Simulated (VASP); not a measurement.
The system is CoO.

```xyz
2
Lattice="0.0000 2.1315 2.1315 2.1315 0.0000 2.1315 2.1315 2.1315 0.0000" Properties=species:S:1:pos:R:3 pbc="T T T"
Co    0.0000    0.0000    0.0000
O     2.1315    2.1315    2.1315
```

Base run:

```yaml
Program: VASP 6.6.1
Functional: PBE
Potentials_or_basis: VASP PAW PBE potentials, release 64 (Co, O)
Cutoff: 520 eV
k_mesh: 18 × 18 × 18
Occupations: gaussian, width 0.02 eV
Spin: collinear spin, ferromagnetic start
Starting_moments: "[3.0, 0.0] μB"
```

Its results: band gap on the k mesh none (metal or under the smearing width); pressure -2.2 GPa; net moment 2.96 μB per cell; site moments Co +2.59; O +0.31 μB.

Question: After a change of settings the same cell gave: band gap on the k mesh none (metal or under the smearing width); pressure -4.5 GPa; net moment 2.70 μB per cell; site moments Co +2.42; O +0.24 μB. Which change was it?
A. k mesh from 18 × 18 × 18 to 10 × 10 × 10
B. k mesh from 18 × 18 × 18 to 14 × 14 × 14
C. k mesh from 18 × 18 × 18 to 6 × 6 × 6
D. k mesh from 18 × 18 × 18 to 4 × 4 × 4

Answer: C.

Caveats: some runs use coarse meshes; a cell with one magnetic atom can't hold antiferromagnetic order, which such compounds often take; semilocal functionals often make such compounds metallic where correlation or magnetic order opens a gap, which also shifts bond lengths.
